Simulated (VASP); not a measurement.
## Pt3Ti (L1_2): computed properties

Level of theory: LDA (Ceperley-Alder, Perdew-Zunger), VASP's LDA PAW potentials (set 64) (plane waves; VASP).

```
Property                                                              Result
----------------------------------  ----------------------------------------
space group                                                      Pm-3m (221)
cell                                 a = b = c = 3.876 Å, α = β = γ = 90.00°
volume per atom                                                14.56 Å³/atom
band gap (over mesh and band path)  none (metal, semimetal or under 0.01 eV)
band gap with spin-orbit coupling                            none (metallic)
density                                                          18.06 g/cm³
```

Pt3Ti has the cubic space group Pm-3m (No. 221), the Cu3Au type structure, Pearson symbol cP4. Conventional cell: a = 3.8759 Å, b = 3.8759 Å, c = 3.8759 Å, α = 90.00°, β = 90.00°, γ = 90.00°. Ti on 1a is surrounded by 12 Pt at 2.741 Å and 6 Ti at 3.876 Å. Pt on 3c is surrounded by 8 Pt at 2.741 Å and 4 Ti at 2.741 Å (cuboctahedral). (Neighbours: up to the widest gap in distance over summed covalent radii, below 1.35, at either atom.)

Measured: a 3.916 Å (computed value off by -1.0 %), as given by Molecular Dynamics Simulations of PtTi High-Temperature Shape Memory Alloys Based on a Modified Embedded-Atom Method …. The calculation is for a static lattice, while the measured a holds thermal and zero-point effects, which are part of the difference. Unless said otherwise, spin-orbit coupling is left out, though it shifts the bands of the heavy elements here.

The compound is Pt3Ti in the L1_2 structure. It was relaxed first. Symmetry was kept, so distortions that lower it aren't found.
